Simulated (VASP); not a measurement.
```yaml
crystal:
  lattice:
    - [6.24087, 0.00000, 0.00000]
    - [0.00000, 6.24087, 0.00000]
    - [0.00000, 0.00000, 6.24087]
  atoms:
    - { symbol: Cs, position: [0.00000, 0.00000, 0.00000] }
    - { symbol: Sn, position: [0.50000, 0.50000, 0.50000] }
    - { symbol: I, position: [0.50000, 0.00000, 0.50000] }
    - { symbol: I, position: [0.00000, 0.50000, 0.50000] }
    - { symbol: I, position: [0.50000, 0.50000, 0.00000] }
```

Computed with modified Becke-Johnson potential (mBJ), VASP's PBE PAW potentials (set 64) (plane waves; VASP). Numerical set-up: 520 eV cut-off, 4×4×4 Γ-centred mesh, Gaussian smearing of 0.050 eV, potentials Cs_sv Sn_d I.

mBJ is a potential without an energy functional, so only the levels count. Unless said otherwise, spin-orbit coupling is left out, though it shifts the bands of the heavy elements here.

**Question.** What does the run give for the band gap (over mesh and band path) with the smallest direct gap where there is one?

**Answer.** 
```
Property                                        Result
---------------------------------------------  -------
band gap (over mesh and band path)             0.72 eV
smallest direct gap (over mesh and band path)  0.72 eV
```

The compound is CsSnI3 in the cubic perovskite structure, the ideal cubic form; the compound distorts at low or room temperature. It was relaxed first. The cell's shape comes from a PBE relaxation.
